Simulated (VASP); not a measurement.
Level of theory: PBE GGA, VASP's PBE PAW potentials (set 64) (plane waves; VASP).

Input for VASP

File POSCAR:
```
Al3Sc
1
    4.1069835803     0.0000000000     0.0000000000
    0.0000000000     4.1069835803     0.0000000000
    0.0000000000     0.0000000000     4.1069835803
Sc Al
1 3
Direct
  0.0000000000   0.0000000000   0.0000000000
  0.0000000000   0.5000000000   0.5000000000
  0.5000000000   0.0000000000   0.5000000000
  0.5000000000   0.5000000000   0.0000000000
```

### INCAR
```
ALGO  =  Fast
EDIFF  =  1E-5
EDIFFG  =  -0.03
ENCUT  =  400
GGA  =  PE
IBRION  =  2
ISIF  =  2
ISMEAR  =  1
LASPH  =  .True.
LCHARG  =  .False.
LMAXMIX  =  4
LREAL  =  .False.
LWAVE  =  .False.
NELM  =  100
NELMIN  =  4
NSW  =  20
PREC  =  Normal
SIGMA  =  0.1
SYSTEM  =  Al3Sc
```

File KPOINTS:
```
Automatic mesh
0
Gamma
10 10 10
0 0 0
```

POTCAR, in this order: Sc_sv Al (PBE.64 set). Program: vasp_std.

Task: Estimate the energy per atom (σ→0), band gap (on the k-mesh).

Result: 
```json
{
  "energy per atom (σ→0)": "-4.824 eV/atom",
  "band gap (on the k-mesh)": "none (metal, semimetal or under 0.01 eV)"
}
```

File OSZICAR:
```
...
RMM:  10    -0.193080404123E+02   -0.13782E-01   -0.25784E-01  1858   0.397E+00    0.645E-01
RMM:  11    -0.192938665263E+02    0.14174E-01   -0.47089E-02  1686   0.289E+00    0.119E-01
RMM:  12    -0.192989026875E+02   -0.50362E-02   -0.48558E-02  1785   0.116E+00    0.361E-01
RMM:  13    -0.192958026645E+02    0.31000E-02   -0.13251E-02  1703   0.139E+00    0.690E-02
RMM:  14    -0.192959809387E+02   -0.17827E-03   -0.22031E-03  1786   0.414E-01    0.341E-02
RMM:  15    -0.192959581480E+02    0.22791E-04   -0.24890E-04  1602   0.185E-01    0.132E-02
RMM:  16    -0.192959659791E+02   -0.78310E-05   -0.73108E-05  1252   0.862E-02
   1 F= -.19295966E+02 E0= -.19296140E+02  d E =-.192960E+02
```

The compound is Al3Sc in the L1_2 structure. It was relaxed first.
